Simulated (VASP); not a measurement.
These are r2SCAN meta-GGA, VASP's PBE PAW potentials (set 64) (plane waves; VASP) values and carry that method's errors.

VASP ran on this input.

**KPOINTS**
```
Automatic mesh
0
gamma
 13 13 13
0 0 0
```

**POSCAR**
```
HfSi
1
    3.2683753445    -0.0000000000     0.0000000000
    0.0000000000     3.2683753445    -0.0000000000
    0.0000000000    -0.0000000000     3.2683753445
Hf Si
1 1
Direct
  0.0000000000   0.0000000000   0.0000000000
  0.5000000000   0.5000000000   0.5000000000
```

### INCAR
```
ALGO  =  Normal
EDIFF  =  1E-7
ENCUT  =  400
ISIF  =  2
ISMEAR  =  -5
LASPH  =  .TRUE.
LCHARG  =  .FALSE.
LMAXMIX  =  6
LMIXTAU  =  .TRUE.
LORBIT  =  11
LREAL  =  .FALSE.
LWAVE  =  .FALSE.
METAGGA  =  R2SCAN
NEDOS  =  601
NELM  =  100
PREC  =  Accurate
SYSTEM  =  HfSi
```

File KPOINTS_OPT:
```
k-points along high-symmetry lines
10
Line-mode
Reciprocal
  0.000000   0.000000   0.000000 ! GAMMA
  0.000000   0.500000   0.000000 ! X

  0.000000   0.500000   0.000000 ! X
  0.500000   0.500000   0.000000 ! M

  0.500000   0.500000   0.000000 ! M
  0.000000   0.000000   0.000000 ! GAMMA

  0.000000   0.000000   0.000000 ! GAMMA
  0.500000   0.500000   0.500000 ! R

  0.500000   0.500000   0.500000 ! R
  0.000000   0.500000   0.000000 ! X

  0.500000   0.500000   0.500000 ! R
  0.500000   0.500000   0.000000 ! M
```

POTCAR, in this order: Hf_pv Si (PBE.64 set). Program: vasp_std.

Output

File OSZICAR:
```
       N       E                     dE             d eps       ncg     rms          rms(c)
DAV:   1    -0.251714211087E+02   -0.25171E+02   -0.66082E+03  1864   0.966E+02
DAV:   2    -0.568473823712E+02   -0.31676E+02   -0.30500E+02  2298   0.176E+02
DAV:   3    -0.578196529373E+02   -0.97227E+00   -0.94756E+00  2295   0.227E+01
DAV:   4    -0.578316000242E+02   -0.11947E-01   -0.11952E-01  2239   0.284E+00
DAV:   5    -0.578317921135E+02   -0.19209E-03   -0.19196E-03  2362   0.289E-01    0.461E+01
DAV:   6    -0.542247109383E+02    0.36071E+01   -0.18842E+00  2272   0.105E+01    0.290E+01
DAV:   7    -0.545984104812E+02   -0.37370E+00   -0.41963E-01  2298   0.675E+00    0.147E+00
DAV:   8    -0.542245837594E+02    0.37383E+00   -0.50902E-01  1938   0.694E+00    0.392E+00
DAV:   9    -0.543075429529E+02   -0.82959E-01   -0.15232E-01  2110   0.331E+00    0.545E-01
DAV:  10    -0.543143959777E+02   -0.68530E-02   -0.37486E-03  2210   0.578E-01    0.324E-01
DAV:  11    -0.543102683942E+02    0.41276E-02   -0.58101E-03  2009   0.631E-01    0.771E-01
DAV:  12    -0.543159646426E+02   -0.56962E-02   -0.95820E-03  2164   0.712E-01    0.121E-01
DAV:  13    -0.543158637453E+02    0.10090E-03   -0.80177E-04  2034   0.344E-01    0.293E-01
DAV:  14    -0.543159334129E+02   -0.69668E-04   -0.19333E-04  2047   0.128E-01    0.608E-02
DAV:  15    -0.543159050112E+02    0.28402E-04   -0.12256E-04  2335   0.725E-02    0.114E-02
DAV:  16    -0.543159179777E+02   -0.12966E-04   -0.76684E-06  2312   0.210E-02    0.983E-03
DAV:  17    -0.543159181576E+02   -0.17994E-06   -0.13709E-06  2076   0.127E-02    0.277E-03
DAV:  18    -0.543159176817E+02    0.47596E-06   -0.19470E-07  1553   0.472E-03    0.182E-03
DAV:  19    -0.543159174405E+02    0.24115E-06   -0.13453E-08  1056   0.130E-03    0.524E-04
DAV:  20    -0.543159178714E+02   -0.43090E-06   -0.39747E-09  1032   0.683E-04    0.225E-04
DAV:  21    -0.543159173939E+02    0.47748E-06   -0.20460E-09  1023   0.352E-04    0.132E-04
DAV:  22    -0.543159175548E+02   -0.16085E-06   -0.61790E-10  1008   0.286E-04    0.482E-05
DAV:  23    -0.543159175789E+02   -0.24077E-07   -0.13521E-10  1002   0.127E-04
   1 F= -.54315918E+02 E0= -.54315918E+02  d E =0.000000E+00
       N       E                     dE             ncg
```

File OUTCAR:
```
------------------------ aborting loop because EDIFF is reached ----------------------------------------
  FORCE on cell =-STRESS in cart. coord.  units (eV):
  Direction    XX          YY          ZZ          XY          YZ          ZX
  --------------------------------------------------------------------------------------
  Total        0.0014771      0.0014771      0.0014771      0.0000000      0.0000000     -0.0000000
  in kB        0.0677820      0.0677820      0.0677820      0.0000000      0.0000000     -0.0000000
  external PRESSURE =       0.0677820 kB  Pullay stress =       0.0000000 kB
  volume of cell :       34.91
      direct lattice vectors                 reciprocal lattice vectors
     3.268375344  0.000000000  0.000000000     0.305962411  0.000000000  0.000000000
     0.000000000  3.268375344  0.000000000     0.000000000  0.305962411  0.000000000
     0.000000000  0.000000000  3.268375344     0.000000000  0.000000000  0.305962411
 POSITION                                       TOTAL-FORCE (eV/Angst)
 -----------------------------------------------------------------------------------
      0.00000      0.00000      0.00000         0.000000      0.000000      0.000000
      1.63419      1.63419      1.63419         0.000000      0.000000      0.000000
 -----------------------------------------------------------------------------------
    total drift:                               -0.000000      0.000000      0.000000
  FREE ENERGIE OF THE ION-ELECTRON SYSTEM (eV)
  ---------------------------------------------------
  free  energy   TOTEN  =       -54.3159175789 eV

  energy  without entropy=      -54.3159175789  energy(sigma->0) =      -54.31591758

 total charge

# of ion       s       p       d       tot
------------------------------------------
    1        0.344   6.396   1.661   8.400
    2        0.782   0.881   0.000   1.663
--------------------------------------------------
tot          1.126   7.276   1.661  10.063
```
(Selected blocks of OUTCAR.)

For a metal the tetrahedron method with Blöchl corrections gives inexact stress and forces.

The structure was generated: HfSi was put into the CsCl type (Pm-3m), which need not be its known phase. It was relaxed first.
